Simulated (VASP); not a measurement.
Method: PBE GGA, VASP's PBE PAW potentials (set 64) (plane waves; VASP).

VASP input:

### KPOINTS
```
Automatic
0
gamma
 15 15 15
0 0 0
```

INCAR:
```
ALGO  =  Normal
EDIFF  =  1E-6
ENCUT  =  300
GGA  =  PE
ISIF  =  2
ISMEAR  =  0
LASPH  =  .TRUE.
LCHARG  =  .FALSE.
LMAXMIX  =  4
LREAL  =  .FALSE.
LWAVE  =  .FALSE.
NELM  =  100
PREC  =  Accurate
SIGMA  =  0.136
SYSTEM  =  AlNi
```

POSCAR:
```
AlNi
1
    2.8597100000     0.0000000000     0.0000000000
    0.0000000000     2.8597100000     0.0000000000
    0.0000000000     0.0000000000     2.8597100000
Al Ni
1 1
Direct
  0.5000000000   0.5000000000   0.5000000000
  0.0000000000   0.0000000000   0.0000000000
```

POTCAR, in this order: Al Ni (PBE.64 set). Program: vasp_std.

Output

**OSZICAR**
```
       N       E                     dE             d eps       ncg     rms          rms(c)
DAV:   1     0.295435183544E+02    0.29544E+02   -0.40838E+03  2456   0.875E+02
DAV:   2    -0.112061696807E+02   -0.40750E+02   -0.38586E+02  2418   0.174E+02
DAV:   3    -0.119617058284E+02   -0.75554E+00   -0.75177E+00  2872   0.293E+01
DAV:   4    -0.119716481864E+02   -0.99424E-02   -0.99398E-02  2764   0.326E+00
DAV:   5    -0.119718876981E+02   -0.23951E-03   -0.23951E-03  2732   0.491E-01    0.119E+01
DAV:   6    -0.136709321462E+02   -0.16990E+01   -0.55980E+01  2664   0.123E+02    0.151E+01
DAV:   7    -0.105490789151E+02    0.31219E+01   -0.16133E+01  2648   0.728E+01    0.105E+00
DAV:   8    -0.105441185692E+02    0.49603E-02   -0.37004E-01  2802   0.731E+00    0.106E+00
DAV:   9    -0.105294296595E+02    0.14689E-01   -0.62675E-02  2776   0.393E+00    0.174E-01
DAV:  10    -0.105290785448E+02    0.35111E-03   -0.17450E-03  2720   0.665E-01    0.727E-02
DAV:  11    -0.105290756713E+02    0.28736E-05   -0.34518E-05  2642   0.570E-02    0.276E-02
DAV:  12    -0.105290734530E+02    0.22182E-05   -0.26176E-06  1550   0.285E-02    0.278E-03
DAV:  13    -0.105290731990E+02    0.25408E-06   -0.48158E-07  1250   0.685E-03
   1 F= -.10529073E+02 E0= -.10524777E+02  d E =-.859317E-02
```

### OUTCAR
```
------------------------ aborting loop because EDIFF is reached ----------------------------------------
  FORCE on cell =-STRESS in cart. coord.  units (eV):
  Direction    XX          YY          ZZ          XY          YZ          ZX
  --------------------------------------------------------------------------------------
  Total        0.8681470      0.8681470      0.8681470      0.0000000      0.0000000      0.0000000
  in kB       59.4754688     59.4754688     59.4754688      0.0000000      0.0000000      0.0000000
  external PRESSURE =      59.4754688 kB  Pullay stress =       0.0000000 kB
  volume of cell :       23.39
      direct lattice vectors                 reciprocal lattice vectors
     2.859710000  0.000000000  0.000000000     0.349685807  0.000000000  0.000000000
     0.000000000  2.859710000  0.000000000     0.000000000  0.349685807  0.000000000
     0.000000000  0.000000000  2.859710000     0.000000000  0.000000000  0.349685807
 POSITION                                       TOTAL-FORCE (eV/Angst)
 -----------------------------------------------------------------------------------
      1.42986      1.42986      1.42986         0.000000      0.000000      0.000000
      0.00000      0.00000      0.00000         0.000000      0.000000      0.000000
 -----------------------------------------------------------------------------------
    total drift:                               -0.000000      0.000000      0.000000
  FREE ENERGIE OF THE ION-ELECTRON SYSTEM (eV)
  ---------------------------------------------------
  free  energy   TOTEN  =       -10.5290731990 eV

  energy  without entropy=      -10.5204800285  energy(sigma->0) =      -10.52477661
```
(Selected blocks of OUTCAR.)

At this cut-off the stress carries a Pulay error, which pulls relaxed volumes low.

The structure comes from a computed database's AlNi entry; how it stands against other phases isn't given here. The cell was not relaxed at this level. The run is not spin-polarised, so no magnetic state was tried. The electron count is odd and the run is not spin-polarised, which forces a metal.
